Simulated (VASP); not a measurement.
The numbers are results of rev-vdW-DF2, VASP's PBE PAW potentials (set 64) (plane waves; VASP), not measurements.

The input files of a VASP run:

**INCAR**
```
SYSTEM  =  Ni3Si
PREC  =  Accurate; ENCUT  =  520; LREAL  =  .False.
LASPH  =  .True.
EDIFF  =  1E-6; NELM  =  100; ALGO  =  Normal
LMAXMIX  =  4
ISMEAR  =  1; SIGMA  =  0.1
GGA  =  MK; LUSE_VDW  =  .True.; AGGAC  =  0.0
PARAM1  =  0.1234568; PARAM2  =  0.7114; ZAB_VDW  =  -1.8867
IBRION  =  2; NSW  =  60; ISIF  =  3
EDIFFG  =  -0.02
LWAVE  =  .False.; LCHARG  =  .False.
```

### KPOINTS
```
Automatic
0
gamma
  8 8 8
0 0 0
```

### POSCAR
```
Ni3Si
1
    3.4886319946    -0.0000000000     0.0000000000
    0.0000000000     3.4886319946     0.0000000000
   -0.0000000000     0.0000000000     3.4886319946
Si Ni
1 3
Direct
  0.0000000000   0.0000000000   0.0000000000
  0.0000000000   0.5000000000   0.5000000000
  0.5000000000   0.0000000000   0.5000000000
  0.5000000000   0.5000000000   0.0000000000
```

POTCAR, in this order: Si Ni (PBE.64 set). Program: vasp_std.

Output

File OSZICAR:
```
       N       E                     dE             d eps       ncg     rms          rms(c)
DAV:   1     0.211358770463E+03    0.21136E+03   -0.15948E+04  1470   0.218E+03
DAV:   2    -0.810924893278E+01   -0.21947E+03   -0.21168E+03  1475   0.376E+02
DAV:   3    -0.190399608649E+02   -0.10931E+02   -0.10471E+02  1603   0.112E+02
DAV:   4    -0.192903392681E+02   -0.25038E+00   -0.24831E+00  1702   0.150E+01
DAV:   5    -0.192992165689E+02   -0.88773E-02   -0.88750E-02  1777   0.266E+00    0.194E+01
DAV:   6    -0.190192211418E+02    0.28000E+00   -0.52399E+01  1683   0.119E+02    0.161E+01
DAV:   7    -0.157883752032E+02    0.32308E+01   -0.15411E+01  1618   0.658E+01    0.407E+00
DAV:   8    -0.157381574219E+02    0.50218E-01   -0.64543E-01  1528   0.645E+00    0.140E+00
DAV:   9    -0.157220715517E+02    0.16086E-01   -0.31042E-02  2039   0.251E+00    0.527E-01
DAV:  10    -0.157198658262E+02    0.22057E-02   -0.29965E-03  1929   0.438E-01    0.207E-01
DAV:  11    -0.157195460548E+02    0.31977E-03   -0.65504E-04  2265   0.304E-01    0.560E-02
DAV:  12    -0.157195352584E+02    0.10796E-04   -0.99038E-05  1643   0.119E-01    0.141E-02
DAV:  13    -0.157195347238E+02    0.53462E-06   -0.71196E-06  1605   0.191E-02
   1 F= -.15719535E+02 E0= -.15720054E+02  d E =-.157195E+02
```

### OUTCAR
```
------------------------ aborting loop because EDIFF is reached ----------------------------------------
  FORCE on cell =-STRESS in cart. coord.  units (eV):
  Direction    XX          YY          ZZ          XY          YZ          ZX
  --------------------------------------------------------------------------------------
  Total       -0.0041086     -0.0041086     -0.0041086     -0.0000000      0.0000000     -0.0000000
  in kB       -0.1550370     -0.1550370     -0.1550370     -0.0000000      0.0000000     -0.0000000
  external PRESSURE =      -0.1550370 kB  Pullay stress =       0.0000000 kB
  volume of cell :       42.46
      direct lattice vectors                 reciprocal lattice vectors
     3.488631995  0.000000000  0.000000000     0.286645310  0.000000000  0.000000000
     0.000000000  3.488631995  0.000000000     0.000000000  0.286645310  0.000000000
     0.000000000  0.000000000  3.488631995     0.000000000  0.000000000  0.286645310
 POSITION                                       TOTAL-FORCE (eV/Angst)
 -----------------------------------------------------------------------------------
      0.00000      0.00000      0.00000         0.000000      0.000000      0.000000
      0.00000      1.74432      1.74432         0.000000      0.000000      0.000000
      1.74432      0.00000      1.74432         0.000000      0.000000      0.000000
      1.74432      1.74432      0.00000         0.000000      0.000000      0.000000
 -----------------------------------------------------------------------------------
    total drift:                                0.000000      0.000000      0.000000
  FREE ENERGIE OF THE ION-ELECTRON SYSTEM (eV)
  ---------------------------------------------------
  free  energy   TOTEN  =       -15.7195347238 eV

  energy  without entropy=      -15.7210920654  energy(sigma->0) =      -15.72005384

 reached required accuracy - stopping structural energy minimisation
```
(Selected blocks of OUTCAR.)

The compound is Ni3Si in the L1_2 structure. It was relaxed first. The start is the result of an earlier pass. The run is not spin-polarised, so no magnetic state was tried.
